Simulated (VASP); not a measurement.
VASP runs on NiAl (CsCl type) share one base input (PBE GGA, plane waves, VASP's PBE PAW potentials (set 64)) and change the settings named in each case.

**POSCAR**
```
NiAl
1
    2.8900000000     0.0000000000     0.0000000000
    0.0000000000     2.8900000000     0.0000000000
    0.0000000000     0.0000000000     2.8900000000
Al Ni
1 1
Direct
  0.5000000000   0.5000000000   0.5000000000
  0.0000000000   0.0000000000   0.0000000000
```

**KPOINTS**
```
Automatic mesh
0
Gamma
11 11 11
0 0 0
```

### INCAR
```
ALGO = Normal
EDIFF = 1E-6
ENCUT = 400
GGA = PE
ISIF = 2
ISMEAR = 1
LASPH = T
LCHARG = F
LMAXMIX = 4
LREAL = F
LWAVE = F
NELM = 100
PREC = Accurate
SIGMA = 0.1
SYSTEM = NiAl
```

POTCAR, in this order: Al Ni (PBE.64 set). Program: vasp_std.

```tsv
change	E(σ→0) (eV/atom)	pressure (GPa)
base run	-5.2676	0.48
ENCUT = 800, POTCAR Al_sv_GW Ni (PBE.64 set)	-5.2796	0.22
ENCUT = 520, POTCAR Al_GW Ni (PBE.64 set)	-5.2725	0.59
ENCUT = 520, POTCAR Al Ni_pv (PBE.64 set)	-5.2725	(withheld)
ENCUT = 520	-5.2673	0.77
ENCUT = 800	-5.2672	0.78
```

Question: Some entries are withheld; supply them.

Answer: 
- ENCUT = 520, POTCAR Al Ni_pv (PBE.64 set), pressure (GPa): -0.43

Energies of different potentials or functionals have different zeros.  The base run's pressure lies -0.31 GPa from that at 800 eV (Pulay error).

Left out are runs that ran out of time, are held back, or changed the cell or the kind of run, fixed moments of cells without a moment, rows past the twelfth, gaps on odd meshes, pressures of charged cells and columns that move by less than the noise.

The compound is NiAl in the CsCl type structure. The cell was not relaxed at this level. The run is not spin-polarised, so no magnetic state was tried. The electron count is odd and the run is not spin-polarised, which forces a metal.
